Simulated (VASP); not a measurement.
Computed with RPBE GGA, VASP's PBE PAW potentials (set 64) (plane waves; VASP).

The input files of a VASP run:

### INCAR
```
! general
SYSTEM  = CsI
PREC    = Accurate
ENCUT   = 520
LREAL   = .FALSE.   ! projection in real space or not
LASPH   = .TRUE.

! electronic loop
EDIFF   = 1E-6
NELM    = 100   ! most electronic steps
ALGO    = Normal
LMAXMIX = 4   ! l cut-off of mixed one-centre charges

! smearing
ISMEAR  = 0   ! Gaussian
SIGMA   = 0.05

! functional
GGA     = RP   ! RPBE

! ions
IBRION  = 2   ! conjugate gradients
NSW     = 60   ! most ionic steps
ISIF    = 3   ! ions, shape and volume
EDIFFG  = -0.01   ! ionic stop

! output
LWAVE   = .FALSE.
LCHARG  = .FALSE.
```

**POSCAR**
```
CsI
1
    4.5700000000     0.0000000000     0.0000000000
    0.0000000000     4.5700000000     0.0000000000
    0.0000000000     0.0000000000     4.5700000000
Cs I
1 1
Direct
  0.0000000000   0.0000000000   0.0000000000
  0.5000000000   0.5000000000   0.5000000000
```

File KPOINTS:
```
Automatic
0
gamma
 5 5 5
```

POTCAR, in this order: Cs_sv I (PBE.64 set). Program: vasp_std.

Energy and stress use the plane-wave basis of the starting cell.

Question: Predict the energy per atom (σ→0), volume per atom.

Answer: 
| Item | Result |
|---|---|
| energy per atom (σ→0) | -2.540 eV/atom |
| volume per atom | 57.63 Å³/atom |

**OSZICAR**
```
...
DAV:   4    -0.508063267611E+01    0.17228E-04   -0.31245E-04   260   0.123E-01    0.215E-01
DAV:   5    -0.508058662168E+01    0.46054E-04   -0.38065E-04   276   0.126E-01    0.304E-02
DAV:   6    -0.508057337457E+01    0.13247E-04   -0.49662E-05   252   0.378E-02    0.324E-02
DAV:   7    -0.508056421155E+01    0.91630E-05   -0.89964E-06   276   0.230E-02    0.667E-02
DAV:   8    -0.508056787599E+01   -0.36644E-05   -0.90568E-07   164   0.893E-03    0.254E-02
DAV:   9    -0.508057079649E+01   -0.29205E-05   -0.53950E-07   120   0.557E-03    0.232E-03
DAV:  10    -0.508057122477E+01   -0.42828E-06   -0.11934E-07   120   0.280E-03
   4 F= -.50805712E+01 E0= -.50805712E+01  d E =-.107401E+00
```

The compound is CsI in the CsCl type structure. This run relaxes it. Symmetry was kept, so distortions that lower it aren't found.
